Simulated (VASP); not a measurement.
Data:

```
CELL_PARAMETERS angstrom
      0.00000     2.36415     2.36415
      2.38803    -0.02388     2.38803
      2.38803     2.38803    -0.02388
ATOMIC_POSITIONS crystal
  Ca 0.00000 0.00000 0.00000
  O  0.50000 0.50000 0.50000
```

Level of theory: PBEsol GGA, VASP's PBE PAW potentials (set 64) (plane waves; VASP). Numerical set-up: 600 eV cut-off, 10×10×10 Γ-centred mesh, Gaussian smearing of 0.050 eV, potentials Ca_sv O.

Task: Give the stress tensor in GPa (positive for a compressed cell).

Result: 
```
-0.11   0.00   0.00
 0.00  -0.07   1.53
 0.00   1.53  -0.07
```
The pressure is its mean diagonal, -0.09 GPa.

The compound is CaO in the rock salt structure. This cell was strained or had an atom moved on purpose.
